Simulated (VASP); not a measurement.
Level of theory: optB88-vdW, VASP's PBE PAW potentials (set 64) (plane waves; VASP 6.6.1).

VASP input:

File KPOINTS:
```
Automatic mesh
0
Gamma
5 5 5
0 0 0
```

INCAR:
```
SYSTEM = BaTiO3
PREC = Accurate; ENCUT = 520; LREAL = .FALSE.
LASPH = .TRUE.
EDIFF = 1E-6; NELM = 100; ALGO = Normal
LMAXMIX = 4
ISMEAR = 0; SIGMA = 0.05
GGA = BO; LUSE_VDW = .TRUE.; AGGAC = 0.0
PARAM1 = 0.1833333333; PARAM2 = 0.22
IBRION = 2; NSW = 60; ISIF = 3
EDIFFG = -0.02
LWAVE = .FALSE.; LCHARG = .FALSE.
```

POSCAR:
```
BaTiO3
1
    3.9643769711     0.0000000000     0.0000000000
    0.0000000000     3.9643769711    -0.0000000000
    0.0000000000    -0.0000000000     4.0827854014
Ba Ti O
1 1 3
Direct
  1.0000000000   0.0000000000   0.0034375005
  0.5000000000   0.5000000000   0.5215192815
  0.5000000000   0.5000000000   0.9712799965
  1.0000000000   0.5000000000   0.4838816107
  0.5000000000   1.0000000000   0.4838816107
```

POTCAR, in this order: Ba_sv Ti_sv O (PBE.64 set). Program: vasp_std.

The resulting files:

File OSZICAR:
```
       N       E                     dE             d eps       ncg     rms          rms(c)
DAV:   1     0.461205326668E+03    0.46121E+03   -0.21716E+04   864   0.182E+03
DAV:   2     0.832270375897E+00   -0.46037E+03   -0.45271E+03  1104   0.486E+02
DAV:   3    -0.403433374686E+02   -0.41176E+02   -0.41134E+02  1224   0.143E+02
DAV:   4    -0.422025776878E+02   -0.18592E+01   -0.18584E+01  1232   0.269E+01
DAV:   5    -0.422719413327E+02   -0.69364E-01   -0.69361E-01  1216   0.372E+00    0.245E+01
DAV:   6    -0.311648662455E+02    0.11107E+02   -0.79959E+01  1352   0.806E+01    0.105E+01
DAV:   7    -0.311454536732E+02    0.19413E-01   -0.13583E+01  1160   0.285E+01    0.708E+00
DAV:   8    -0.309480670963E+02    0.19739E+00   -0.91093E-01  1184   0.949E+00    0.327E+00
DAV:   9    -0.309735597907E+02   -0.25493E-01   -0.30745E-01  1144   0.476E+00    0.125E+00
DAV:  10    -0.309600829316E+02    0.13477E-01   -0.10411E-01  1136   0.342E+00    0.422E-01
DAV:  11    -0.309587775059E+02    0.13054E-02   -0.82802E-03  1104   0.727E-01    0.141E-01
DAV:  12    -0.309586658235E+02    0.11168E-03   -0.93836E-04  1064   0.217E-01    0.371E-02
DAV:  13    -0.309586475890E+02    0.18235E-04   -0.15829E-04  1096   0.115E-01    0.190E-02
DAV:  14    -0.309586394929E+02    0.80960E-05   -0.48798E-05  1208   0.678E-02    0.853E-03
DAV:  15    -0.309586394259E+02    0.67059E-07   -0.12478E-05  1208   0.293E-02    0.540E-03
DAV:  16    -0.309586392880E+02    0.13785E-06   -0.19818E-06   696   0.133E-02
   1 F= -.30958639E+02 E0= -.30958639E+02  d E =-.309586E+02
       N       E                     dE             d eps       ncg     rms          rms(c)
DAV:   1    -0.317182288209E+02   -0.75959E+00   -0.23558E+01   992   0.513E+01    0.728E+00
DAV:   2    -0.310477112537E+02    0.67052E+00   -0.28515E+00  1032   0.159E+01    0.261E+00
DAV:   3    -0.309641787060E+02    0.83533E-01   -0.91878E-01   944   0.570E+00    0.140E+00
DAV:   4    -0.309410263802E+02    0.23152E-01   -0.21980E-01  1232   0.353E+00    0.482E-01
DAV:   5    -0.309455101463E+02   -0.44838E-02   -0.22861E-02  1248   0.101E+00    0.347E-01
DAV:   6    -0.309498510777E+02   -0.43409E-02   -0.12050E-02  1232   0.561E-01    0.259E-01
DAV:   7    -0.309512568527E+02   -0.14058E-02   -0.23898E-03  1256   0.294E-01    0.115E-01
DAV:   8    -0.309515301620E+02   -0.27331E-03   -0.62416E-04  1208   0.162E-01    0.292E-02
DAV:   9    -0.309515408335E+02   -0.10672E-04   -0.74212E-05  1312   0.523E-02    0.824E-03
DAV:  10    -0.309515405694E+02    0.26419E-06   -0.55709E-06   896   0.156E-02
   2 F= -.30951541E+02 E0= -.30951541E+02  d E =0.709872E-02
       N       E                     dE             d eps       ncg     rms          rms(c)
DAV:   1    -0.312071388088E+02   -0.25560E+00   -0.68360E+00  1000   0.271E+01    0.394E+00
DAV:   2    -0.310076124177E+02    0.19953E+00   -0.76049E-01  1040   0.798E+00    0.138E+00
DAV:   3    -0.309795483323E+02    0.28064E-01   -0.19514E-01  1024   0.281E+00    0.313E-01
DAV:   4    -0.309806570530E+02   -0.11087E-02   -0.39313E-02  1200   0.105E+00    0.319E-01
DAV:   5    -0.309811351860E+02   -0.47813E-03   -0.32101E-03  1256   0.495E-01    0.182E-01
DAV:   6    -0.309826554484E+02   -0.15203E-02   -0.33453E-03  1344   0.304E-01    0.114E-01
DAV:   7    -0.309829263969E+02   -0.27095E-03   -0.68718E-04  1272   0.188E-01    0.190E-02
DAV:   8    -0.309829359730E+02   -0.95761E-05   -0.50213E-05  1216   0.457E-02    0.812E-03
DAV:   9    -0.309829380776E+02   -0.21046E-05   -0.61462E-06   992   0.171E-02    0.339E-03
DAV:  10    -0.309829381676E+02   -0.89974E-07   -0.96012E-07   568   0.681E-03
   3 F= -.30982938E+02 E0= -.30982938E+02  d E =-.242989E-01
       N       E                     dE             d eps       ncg     rms          rms(c)
DAV:   1    -0.309830000403E+02   -0.61963E-04   -0.20422E-03  1008   0.473E-01    0.681E-02
DAV:   2    -0.309829409723E+02    0.59068E-04   -0.22950E-04  1048   0.140E-01    0.240E-02
DAV:   3    -0.309829330396E+02    0.79327E-05   -0.60984E-05   992   0.481E-02    0.667E-03
DAV:   4    -0.309829331429E+02   -0.10328E-06   -0.12173E-05  1128   0.206E-02    0.519E-03
DAV:   5    -0.309829335014E+02   -0.35851E-06   -0.92170E-07   512   0.927E-03
   4 F= -.30982934E+02 E0= -.30982934E+02  d E =-.242942E-01
       N       E                     dE             d eps       ncg     rms          rms(c)
DAV:   1    -0.309838297188E+02   -0.89658E-03   -0.34579E-01   872   0.596E+00    0.286E-01
DAV:   2    -0.309842836165E+02   -0.45390E-03   -0.20595E-02   984   0.116E+00    0.183E-01
DAV:   3    -0.309839353931E+02    0.34822E-03   -0.20857E-03  1248   0.346E-01    0.937E-02
DAV:   4    -0.309838006912E+02    0.13470E-03   -0.63950E-04  1352   0.230E-01    0.459E-02
DAV:   5    -0.309837905001E+02    0.10191E-04   -0.11675E-04  1184   0.898E-02    0.211E-02
DAV:   6    -0.309837909828E+02   -0.48268E-06   -0.11395E-05  1336   0.269E-02    0.111E-02
DAV:   7    -0.309837915156E+02   -0.53285E-06   -0.42590E-06  1064   0.158E-02
   5 F= -.30983792E+02 E0= -.30983792E+02  d E =-.858014E-03
       N       E                     dE             d eps       ncg     rms          rms(c)
DAV:   1    -0.309837969856E+02   -0.60028E-05   -0.25187E-03   872   0.509E-01    0.240E-02
DAV:   2    -0.309838007251E+02   -0.37395E-05   -0.14936E-04   984   0.983E-02    0.156E-02
DAV:   3    -0.309837981288E+02    0.25964E-05   -0.14550E-05  1208   0.289E-02    0.779E-03
DAV:   4    -0.309837971424E+02    0.98635E-06   -0.43736E-06  1048   0.192E-02
   6 F= -.30983797E+02 E0= -.30983797E+02  d E =-.863641E-03
       N       E                     dE             d eps       ncg     rms          rms(c)
DAV:   1    -0.309842135552E+02   -0.41543E-03   -0.31023E-02   864   0.156E+00    0.135E-01
DAV:   2    -0.309840081198E+02    0.20544E-03   -0.16265E-03   992   0.353E-01    0.648E-02
DAV:   3    -0.309839454188E+02    0.62701E-04   -0.43926E-04  1160   0.132E-01    0.336E-02
DAV:   4    -0.309839271764E+02    0.18242E-04   -0.10200E-04  1376   0.845E-02    0.172E-02
DAV:   5    -0.309839269066E+02    0.26979E-06   -0.17437E-05  1200   0.319E-02    0.851E-03
DAV:   6    -0.309839268716E+02    0.35011E-07   -0.62552E-06  1144   0.169E-02
   7 F= -.30983927E+02 E0= -.30983927E+02  d E =-.129729E-03
```

### OUTCAR
```
------------------------ aborting loop because EDIFF is reached ----------------------------------------
  FORCE on cell =-STRESS in cart. coord.  units (eV):
  Direction    XX          YY          ZZ          XY          YZ          ZX
  --------------------------------------------------------------------------------------
  Total       -0.0484406     -0.0484406      0.0564322      0.0000000     -0.0000000      0.0000000
  in kB       -1.1768733     -1.1768733      1.3710305      0.0000000     -0.0000000      0.0000000
  external PRESSURE =      -0.3275720 kB  Pullay stress =       0.0000000 kB
  volume of cell :       65.95
      direct lattice vectors                 reciprocal lattice vectors
     4.003040687  0.000000000  0.000000000     0.249810101  0.000000000  0.000000000
     0.000000000  4.003040687  0.000000000     0.000000000  0.249810101  0.000000000
     0.000000000 -0.000000000  4.115385531     0.000000000 -0.000000000  0.242990600
 POSITION                                       TOTAL-FORCE (eV/Angst)
 -----------------------------------------------------------------------------------
      4.00304     -0.00000      0.01390         0.000000     -0.000000      0.006912
      2.00152      2.00152      2.14572         0.000000     -0.000000      0.010606
      2.00152      2.00152      3.99314         0.000000      0.000000     -0.018206
      0.00000      2.00152      1.99377         0.000000     -0.000000      0.000344
      2.00152     -0.00000      1.99377         0.000000     -0.000000      0.000344
 -----------------------------------------------------------------------------------
    total drift:                                0.000000      0.000000     -0.000671
  FREE ENERGIE OF THE ION-ELECTRON SYSTEM (eV)
  ---------------------------------------------------
  free  energy   TOTEN  =       -30.9839268716 eV

  energy  without entropy=      -30.9839268716  energy(sigma->0) =      -30.98392687

 reached required accuracy - stopping structural energy minimisation
```
(Selected blocks of OUTCAR.)

### CONTCAR
```
BaTiO3
   1.00000000000000
     4.0030406870094266    0.0000000000000000    0.0000000000000000
     0.0000000000000000    4.0030406870094266    0.0000000000000000
     0.0000000000000000   -0.0000000000000000    4.1153855312931498
  Ba              Ti              O
     1     1     3
Direct
     1.0000000000000000    0.0000000000000000    0.0033777058853820
     0.5000000000000000    0.5000000000000000    0.5213899615712281
     0.5000000000000000    0.5000000000000000    0.9702955874067223
     0.0000000000000000    0.5000000000000000    0.4844683725183359
     0.5000000000000000    0.0000000000000000    0.4844683725183359
```

Energy and stress use the plane-wave basis of the starting cell.

The compound is BaTiO3 in the tetragonal perovskite structure. This run relaxes it. Symmetry was kept, so distortions that lower it aren't found. The start is the result of an earlier pass.
